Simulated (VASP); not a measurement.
GaN (zinc blende), at 0.96 of the tabulated volume:

```yaml
crystal:
  lattice:
    - [0.00000, 2.22946, 2.22946]
    - [2.22946, 0.00000, 2.22946]
    - [2.22946, 2.22946, 0.00000]
  atoms:
    - { symbol: Ga, position: [0.00000, 0.00000, 0.00000] }
    - { symbol: N, position: [0.25000, 0.25000, 0.25000] }
```

The lowest empty band near Γ, direction [100], from mBJ (TB09) with spin-orbit coupling in VASP (PAW); its two spin partners are averaged. The gap over the points computed is 3.05 eV, and the next band on that side lies 8.65 eV away at the edge.

Numerical set-up: 520 eV cut-off, 11×11×11 Γ-centred mesh, Gaussian smearing of 0.050 eV, potentials Ga_d N.

| distance from the edge in k (1/Å) | distance in energy (meV) |
|---|---|
| 0.018 | 5.2 |
| 0.025 | 10.1 |
| 0.035 | 19.6 |
| 0.050 | 39.7 |
| 0.070 | 76.9 |

**Question.** Fit E(1 + αE) = ħ²k²/2m* (ħ²/2m0 = 3.810 eV Å²) and predict the row at 0.095 1/Å.

**Answer.** Least squares on the energies gives the electron mass m* = 0.237 m0 and α = 0.35 per eV, and so 138.7 meV. The run gave 138.8 meV, +0.1 meV from the fit.

Left out are points under 3 meV from the edge, since the levels carry 0.1 meV, and points farther than half the way to the next band.

The compound is GaN in the zinc blende structure, a metastable form; wurtzite is the usual one. The cell was not relaxed at this level.
